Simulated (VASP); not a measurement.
# SiO2 (Cristobalite): NMR shieldings, part 3 of 6

Aim: NMR shielding tensors and field gradients of SiO2 (Cristobalite). The cell has space group P4_12_12. The start is a cell from a database of measured crystal structures.

VASP 6.6.1, plane waves and PAW; the level of theory is named at each step.

So far. Step 2 (Relaxation): At r2SCAN, with these data sets, the largest force is down to 0.0044 eV/Å. Step 3 (Ground state): The cell has a gap of 5.48 eV on this mesh.

The database entry behind the starting cell lists a temperature of 340 K, so it need not match the best structure at ambient conditions.

## 4. Shielding tensors

This step: chemical shifts by linear response (GIPAW), LDA; plane waves and PAW (Si, O) (VASP 6.6.1).

LCHIMAG computes the induced currents by linear response. It needs tightly converged orbitals and a cutoff well above the default; LEFG adds the field gradients at no cost.

INCAR reads:

```
SYSTEM = SiO2
PREC = Accurate
ENCUT = 520
EDIFF = 1E-08
NELM = 100
ISMEAR = 0
SIGMA = 0.01
LREAL = Auto
ALGO = Normal
GGA = CA
NBANDS = 44
LWAVE = .FALSE.
LCHARG = .FALSE.
KPAR = 4
LCHIMAG = .TRUE.
LEFG = .TRUE.
DQ = 0.001
ICHIBARE = 1
LNMR_SYM_RED = .TRUE.
```

POSCAR reads:

```
SiO2
1.0
    4.9820000000      0.0000000000      0.0000000000
    0.0000000000      4.9820000000      0.0000000000
    0.0000000000      0.0000000000      6.9630000000
Si O
4 8
Direct
    0.8016427973      0.1983572027      0.7500000000
    0.6983572027      0.6983572027      0.5000000000
    0.1983572027      0.8016427973      0.2500000000
    0.3016427973      0.3016427973      0.0000000000
    0.1073847974      0.2387560611      0.8201229479
    0.2612439389      0.6073847974      0.0701229479
    0.8926152026      0.7612439389      0.3201229479
    0.7387560611      0.3926152026      0.5701229479
    0.6073847974      0.2612439389      0.9298770521
    0.7612439389      0.8926152026      0.6798770521
    0.3926152026      0.7387560611      0.4298770521
    0.2387560611      0.1073847974      0.1798770521
```

KPOINTS reads:

```
Automatic mesh
0
Gamma
4 4 4
0 0 0
```

The projector-augmented-wave data sets are Si and O (LDA family, release 64).

Started as:

```sh
$ mpirun -np 4 vasp_std
```

The program printed:

```text
[banner, memory and clock lines left out]
running    4 mpi-ranks, on    1 nodes
 distrk:  each k-point on    1 cores,    4 groups
 distr:  one band on    1 cores,    1 groups

 POSCAR found type information on POSCAR SiO
 POSCAR found :  2 types and      12 ions
 LDA part: xc-table for (Slater(with rela. corr.)+CA(PZ))
 , standard interpolation
 POSCAR, INCAR and KPOINTS ok, starting setup
 FFT: planning ... GRIDC
 FFT: planning ... GRID_SOFT
 FFT: planning ... GRID
 WAVECAR not read
 entering main loop
       N       E                     dE             d eps       ncg     rms          rms(c)
DAV:   1     0.392420699610E+03    0.39242E+03   -0.32634E+04  1592   0.132E+03
DAV:   2    -0.860942837669E+02   -0.47851E+03   -0.46365E+03  1984   0.312E+02
DAV:   3    -0.116861120439E+03   -0.30767E+02   -0.30626E+02  1944   0.838E+01
DAV:   4    -0.117270200686E+03   -0.40908E+00   -0.40830E+00  1984   0.107E+01
DAV:   5    -0.117277733614E+03   -0.75329E-02   -0.75274E-02  1952   0.141E+00    0.300E+01
DAV:   6    -0.104100746300E+03    0.13177E+02   -0.51388E+01  1844   0.326E+01    0.149E+01
DAV:   7    -0.103891540080E+03    0.20921E+00   -0.14532E+00  1868   0.507E+00    0.518E+00
DAV:   8    -0.103772691604E+03    0.11885E+00   -0.75427E-02  1936   0.163E+00    0.200E+00
DAV:   9    -0.103752256192E+03    0.20435E-01   -0.29579E-02  1980   0.104E+00    0.310E-01
DAV:  10    -0.103753356685E+03   -0.11005E-02   -0.35197E-03  1876   0.285E-01    0.117E-01
DAV:  11    -0.103753303817E+03    0.52868E-04   -0.97880E-04  1876   0.162E-01    0.173E-02
DAV:  12    -0.103753307757E+03   -0.39394E-05   -0.23602E-05  1848   0.237E-02    0.111E-02
DAV:  13    -0.103753309070E+03   -0.13133E-05   -0.86533E-06  1872   0.134E-02    0.449E-03
DAV:  14    -0.103753309320E+03   -0.25023E-06   -0.23363E-07  1960   0.249E-03    0.790E-04
DAV:  15    -0.103753309338E+03   -0.17504E-07   -0.18642E-08  1408   0.627E-04    0.533E-04
DAV:  16    -0.103753309335E+03    0.24756E-08   -0.62780E-09  1332   0.407E-04
ion   1
     0.0000000     0.0485948     0.2168349     0.3396791     0.2168349     0.0000000
     0.0000353     0.0485948     0.2168349     0.3396791     0.2168349     0.0000000
     0.0000487     0.0485948     0.2168349     0.3396791     0.2168349     0.0000000
     0.0000670     0.0485948     0.2168349     0.3396791     0.2168349     0.0000000
     0.0000923     0.0485948     0.2168349     0.3396791     0.2168349     0.0000000

     0.0000000     0.4250937     2.5083880     0.3552682     2.5083880     0.0000000
     0.0000353     0.4250930     2.5083838     0.3552683     2.5083838     0.0000000
     0.0000487     0.4250926     2.5083812     0.3552683     2.5083812     0.0000000
     0.0000670     0.4250918     2.5083768     0.3552684     2.5083768     0.0000000
     0.0000923     0.4250907     2.5083696     0.3552685     2.5083696     0.0000000

ion   2
     0.0000000    -0.0485948    -0.2168349     0.3396791     0.2168349     0.0000000
     0.0000353    -0.0485948    -0.2168349     0.3396791     0.2168349     0.0000000
     0.0000487    -0.0485948    -0.2168349     0.3396791     0.2168349     0.0000000
     0.0000670    -0.0485948    -0.2168349     0.3396791     0.2168349     0.0000000
     0.0000923    -0.0485948    -0.2168349     0.3396791     0.2168349     0.0000000

     0.0000000    -0.4250937    -2.5083880     0.3552682     2.5083880     0.0000000
     0.0000353    -0.4250930    -2.5083838     0.3552683     2.5083838     0.0000000
     0.0000487    -0.4250926    -2.5083812     0.3552683     2.5083812     0.0000000
     0.0000670    -0.4250918    -2.5083768     0.3552684     2.5083768     0.0000000
     0.0000923    -0.4250907    -2.5083696     0.3552685     2.5083696     0.0000000

ion   3
     0.0000000     0.0485948    -0.2168349     0.3396791    -0.2168349     0.0000000
     0.0000353     0.0485948    -0.2168349     0.3396791    -0.2168349     0.0000000
     0.0000487     0.0485948    -0.2168349     0.3396791    -0.2168349     0.0000000
     0.0000670     0.0485948    -0.2168349     0.3396791    -0.2168349     0.0000000
     0.0000923     0.0485948    -0.2168349     0.3396791    -0.2168349     0.0000000

     0.0000000     0.4250937    -2.5083880     0.3552682    -2.5083880     0.0000000
     0.0000353     0.4250930    -2.5083838     0.3552683    -2.5083838     0.0000000
     0.0000487     0.4250926    -2.5083812     0.3552683    -2.5083812     0.0000000
     0.0000670     0.4250918    -2.5083768     0.3552684    -2.5083768     0.0000000
     0.0000923     0.4250907    -2.5083696     0.3552685    -2.5083696     0.0000000

ion   4
     0.0000000    -0.0485948     0.2168349     0.3396791    -0.2168349    -0.0000000
     0.0000353    -0.0485948     0.2168349     0.3396791    -0.2168349    -0.0000000
     0.0000487    -0.0485948     0.2168349     0.3396791    -0.2168349    -0.0000000
     0.0000670    -0.0485948     0.2168349     0.3396791    -0.2168349    -0.0000000
     0.0000923    -0.0485948     0.2168349     0.3396791    -0.2168349    -0.0000000

     0.0000000    -0.4250937     2.5083880     0.3552682    -2.5083880    -0.0000000
     0.0000353    -0.4250930     2.5083838     0.3552683    -2.5083838    -0.0000000
     0.0000487    -0.4250926     2.5083812     0.3552683    -2.5083812    -0.0000000
     0.0000670    -0.4250918     2.5083768     0.3552684    -2.5083768    -0.0000000
     0.0000923    -0.4250907     2.5083696     0.3552685    -2.5083696    -0.0000000

ion   5
     0.0000000    -3.9978850    -2.8297337    -0.6366900   -12.1249820    -9.2180278
     0.0000293    -3.9978850    -2.8297337    -0.6366899   -12.1249818    -9.2180277
     0.0000403    -3.9978849    -2.8297337    -0.6366899   -12.1249817    -9.2180276
     0.0000555    -3.9978849    -2.8297336    -0.6366899   -12.1249815    -9.2180274
     0.0000765    -3.9978847    -2.8297335    -0.6366899   -12.1249812    -9.2180271

     0.0000000   -14.8391097   -10.7668499    -2.1680425   -45.3073165   -34.8681423
     0.0000293   -14.8391056   -10.7668470    -2.1680419   -45.3073041   -34.8681327
     0.0000403   -14.8391029   -10.7668450    -2.1680415   -45.3072958   -34.8681263
     0.0000555   -14.8390983   -10.7668416    -2.1680409   -45.3072816   -34.8681153
     0.0000765   -14.8390905   -10.7668359    -2.1680398   -45.3072577   -34.8680969

ion   6
     0.0000000     3.9978850   -12.1249820    -0.6366900     2.8297337     9.2180278
     0.0000293     3.9978850   -12.1249818    -0.6366899     2.8297337     9.2180277
     0.0000403     3.9978849   -12.1249817    -0.6366899     2.8297337     9.2180276
     0.0000555     3.9978849   -12.1249815    -0.6366899     2.8297336     9.2180274
[...]
N       E                     dE             d eps       ncg     rms
RMM:   1    -0.214050670006E+03   -0.21405E+03   -0.28065E+02  2621   0.576E+01
RMM:   2    -0.219718780613E+03   -0.56681E+01   -0.12199E+01  2992   0.107E+01
RMM:   3    -0.220207843355E+03   -0.48906E+00   -0.52305E-01  2998   0.203E+00
RMM:   4    -0.220231732258E+03   -0.23889E-01   -0.49777E-02  3004   0.536E-01
RMM:   5    -0.220234362419E+03   -0.26302E-02   -0.40447E-03  3009   0.146E-01
RMM:   6    -0.220234587521E+03   -0.22510E-03   -0.55276E-04  3030   0.446E-02
RMM:   7    -0.220234610169E+03   -0.22649E-04   -0.31867E-05  2768   0.116E-02
RMM:   8    -0.220234612034E+03   -0.18642E-05   -0.47329E-06  2437   0.372E-03
RMM:   9    -0.220234612238E+03   -0.20436E-06   -0.29326E-07  2048   0.104E-03
RMM:  10    -0.220234612254E+03   -0.16542E-07   -0.39008E-08  1725   0.406E-04
RMM:  11    -0.220234612257E+03   -0.21831E-08   -0.32185E-09  1437   0.220E-04
BDIR= 3  IDIR= 1  IQ=  0
DAV:   1    -0.900881456587E+03   -0.90088E+03   -0.46471E-09  1036   0.335E-04
DAV:   2    -0.900881456587E+03    0.11119E-09   -0.47417E-10  1008   0.108E-04
       N       E                     dE             d eps       ncg     rms
RMM:   1    -0.214050901647E+03   -0.21405E+03   -0.28065E+02  2619   0.576E+01
RMM:   2    -0.219717951422E+03   -0.56670E+01   -0.12193E+01  2993   0.107E+01
RMM:   3    -0.220206390794E+03   -0.48844E+00   -0.52213E-01  2998   0.203E+00
RMM:   4    -0.220230206803E+03   -0.23816E-01   -0.49593E-02  3004   0.535E-01
RMM:   5    -0.220232824707E+03   -0.26179E-02   -0.40263E-03  3007   0.145E-01
RMM:   6    -0.220233047844E+03   -0.22314E-03   -0.54316E-04  3022   0.445E-02
RMM:   7    -0.220233070822E+03   -0.22978E-04   -0.32665E-05  2756   0.118E-02
RMM:   8    -0.220233072750E+03   -0.19278E-05   -0.49598E-06  2420   0.379E-03
RMM:   9    -0.220233072955E+03   -0.20456E-06   -0.28918E-07  2033   0.104E-03
RMM:  10    -0.220233072971E+03   -0.16258E-07   -0.38227E-08  1697   0.403E-04
RMM:  11    -0.220233072973E+03   -0.21481E-08   -0.31618E-09  1399   0.218E-04
BDIR= 3  IDIR= 1  IQ=  1
DAV:   1    -0.900892165360E+03   -0.90089E+03   -0.61817E-02  1724   0.104E+00
DAV:   2    -0.900892434237E+03   -0.26888E-03   -0.26888E-03  1992   0.242E-01
DAV:   3    -0.900892437227E+03   -0.29903E-05   -0.29904E-05  2000   0.243E-02
DAV:   4    -0.900892437272E+03   -0.45040E-07   -0.45017E-07  1968   0.323E-03
DAV:   5    -0.900892437273E+03   -0.13173E-08   -0.13012E-08  1420   0.513E-04
       N       E                     dE             d eps       ncg     rms
RMM:   1    -0.214049790367E+03   -0.21405E+03   -0.28065E+02  2618   0.576E+01
RMM:   2    -0.219715729190E+03   -0.56659E+01   -0.12187E+01  2992   0.107E+01
RMM:   3    -0.220203551382E+03   -0.48782E+00   -0.52123E-01  2998   0.203E+00
RMM:   4    -0.220227270424E+03   -0.23719E-01   -0.49151E-02  3003   0.535E-01
RMM:   5    -0.220229901447E+03   -0.26310E-02   -0.41134E-03  3010   0.146E-01
RMM:   6    -0.220230124254E+03   -0.22281E-03   -0.53468E-04  3026   0.444E-02
RMM:   7    -0.220230147504E+03   -0.23250E-04   -0.34155E-05  2767   0.119E-02
RMM:   8    -0.220230149434E+03   -0.19296E-05   -0.48612E-06  2435   0.377E-03
RMM:   9    -0.220230149640E+03   -0.20653E-06   -0.29618E-07  2052   0.105E-03
RMM:  10    -0.220230149657E+03   -0.16724E-07   -0.39561E-08  1727   0.409E-04
RMM:  11    -0.220230149659E+03   -0.21834E-08   -0.31949E-09  1437   0.220E-04
BDIR= 3  IDIR= 2  IQ= -1
DAV:   1    -0.900870539096E+03   -0.90087E+03   -0.61429E-02  1732   0.104E+00
DAV:   2    -0.900870805189E+03   -0.26609E-03   -0.26609E-03  1968   0.241E-01
DAV:   3    -0.900870808224E+03   -0.30354E-05   -0.30354E-05  2016   0.241E-02
DAV:   4    -0.900870808272E+03   -0.48061E-07   -0.48067E-07  1960   0.324E-03
DAV:   5    -0.900870808274E+03   -0.15269E-08   -0.14829E-08  1408   0.508E-04
       N       E                     dE             d eps       ncg     rms
RMM:   1    -0.208222891878E+03   -0.20822E+03   -0.25532E+02  2733   0.571E+01
RMM:   2    -0.212955807099E+03   -0.47329E+01   -0.10468E+01  3013   0.104E+01
RMM:   3    -0.213351183538E+03   -0.39538E+00   -0.40506E-01  3012   0.189E+00
RMM:   4    -0.213369966100E+03   -0.18783E-01   -0.39471E-02  3019   0.494E-01
RMM:   5    -0.213372106164E+03   -0.21401E-02   -0.32956E-03  3016   0.134E-01
RMM:   6    -0.213372293318E+03   -0.18715E-03   -0.46712E-04  3032   0.415E-02
RMM:   7    -0.213372313144E+03   -0.19826E-04   -0.26990E-05  2797   0.108E-02
RMM:   8    -0.213372314778E+03   -0.16333E-05   -0.43631E-06  2453   0.352E-03
RMM:   9    -0.213372314952E+03   -0.17402E-06   -0.23117E-07  2065   0.929E-04
RMM:  10    -0.213372314965E+03   -0.13038E-07   -0.32716E-08  1684   0.367E-04
RMM:  11    -0.213372314966E+03   -0.16451E-08   -0.21792E-09  1405   0.209E-04
BDIR= 3  IDIR= 2  IQ=  0
DAV:   1    -0.900881456587E+03   -0.90088E+03   -0.46468E-09  1036   0.335E-04
DAV:   2    -0.900881456587E+03    0.11369E-10   -0.47456E-10  1008   0.108E-04
       N       E                     dE             d eps       ncg     rms
RMM:   1    -0.208223751135E+03   -0.20822E+03   -0.25532E+02  2733   0.571E+01
RMM:   2    -0.212956406747E+03   -0.47327E+01   -0.10466E+01  3013   0.104E+01
RMM:   3    -0.213351486668E+03   -0.39508E+00   -0.40450E-01  3012   0.189E+00
RMM:   4    -0.213370225619E+03   -0.18739E-01   -0.39376E-02  3019   0.493E-01
RMM:   5    -0.213372358464E+03   -0.21328E-02   -0.32833E-03  3016   0.134E-01
RMM:   6    -0.213372543620E+03   -0.18516E-03   -0.45443E-04  3029   0.414E-02
RMM:   7    -0.213372564187E+03   -0.20567E-04   -0.28464E-05  2797   0.111E-02
RMM:   8    -0.213372565935E+03   -0.17483E-05   -0.47741E-06  2451   0.364E-03
RMM:   9    -0.213372566112E+03   -0.17624E-06   -0.22772E-07  2061   0.923E-04
RMM:  10    -0.213372566124E+03   -0.12798E-07   -0.32029E-08  1669   0.364E-04
RMM:  11    -0.213372566126E+03   -0.16217E-08   -0.21382E-09  1394   0.209E-04
BDIR= 3  IDIR= 2  IQ=  1
DAV:   1    -0.900892093868E+03   -0.90089E+03   -0.61432E-02  1732   0.104E+00
DAV:   2    -0.900892360125E+03   -0.26626E-03   -0.26626E-03  1964   0.241E-01
DAV:   3    -0.900892363154E+03   -0.30288E-05   -0.30287E-05  2008   0.241E-02
DAV:   4    -0.900892363209E+03   -0.54488E-07   -0.54580E-07  1956   0.339E-03
DAV:   5    -0.900892363211E+03   -0.18640E-08   -0.18030E-08  1424   0.541E-04
       N       E                     dE             d eps       ncg     rms
RMM:   1    -0.208223260822E+03   -0.20822E+03   -0.25532E+02  2732   0.571E+01
RMM:   2    -0.212955591019E+03   -0.47323E+01   -0.10463E+01  3013   0.104E+01
RMM:   3    -0.213350360821E+03   -0.39477E+00   -0.40393E-01  3012   0.189E+00
RMM:   4    -0.213369028657E+03   -0.18668E-01   -0.39015E-02  3018   0.493E-01
RMM:   5    -0.213371179001E+03   -0.21503E-02   -0.33753E-03  3017   0.135E-01
RMM:   6    -0.213371364130E+03   -0.18513E-03   -0.44686E-04  3027   0.413E-02
RMM:   7    -0.213371384992E+03   -0.20863E-04   -0.29972E-05  2797   0.113E-02
RMM:   8    -0.213371386742E+03   -0.17501E-05   -0.46741E-06  2453   0.363E-03
RMM:   9    -0.213371386921E+03   -0.17840E-06   -0.23526E-07  2067   0.939E-04
RMM:  10    -0.213371386934E+03   -0.13363E-07   -0.34019E-08  1684   0.370E-04
RMM:  11    -0.213371386936E+03   -0.16176E-08   -0.20928E-09  1400   0.208E-04
       N       E                     dE             d eps       ncg     rms
RLQ:   1    -0.272328062318E+01   -0.27233E+01   -0.46146E+00  2440   0.605E+00
RLQ:   2    -0.281157815407E+01   -0.88298E-01   -0.14887E-01  2954   0.108E+00
RLQ:   3    -0.281556563200E+01   -0.39875E-02   -0.54382E-03  2989   0.182E-01
RLQ:   4    -0.281578496469E+01   -0.21933E-03   -0.39299E-04  2975   0.464E-02
RLQ:   5    -0.281580632853E+01   -0.21364E-04   -0.42194E-05  2659   0.130E-02
RLQ:   6    -0.281580839870E+01   -0.20702E-05   -0.42721E-06  2410   0.406E-03
RLQ:   7    -0.281580862576E+01   -0.22706E-06   -0.44481E-07  2123   0.126E-03
RLQ:   8    -0.281580864671E+01   -0.20955E-07   -0.43352E-08  1777   0.459E-04
RLQ:   9    -0.281580864916E+01   -0.24444E-08   -0.42567E-09  1459   0.228E-04
```

Run time: 12 min. Hardware: 4 MPI ranks of Intel Xeon 6975P-C (Granite Rapids), shared host; peak memory 2.8 GiB; 43 min of CPU time.

[end of part 3 of 6]

[Lines on the potential files, build, host, timing and source positions are cut from VASP's logs without a mark.]

[Logs are printed without paths, hosts, clocks, repeated set-up lines and the standing remarks that a program may print on its own settings, such as how far it seeks lower states.]

[Hosts, paths, dates, database ids (printed as entryN), source tags and the programs' standing remarks are cut or masked in the printed files.]
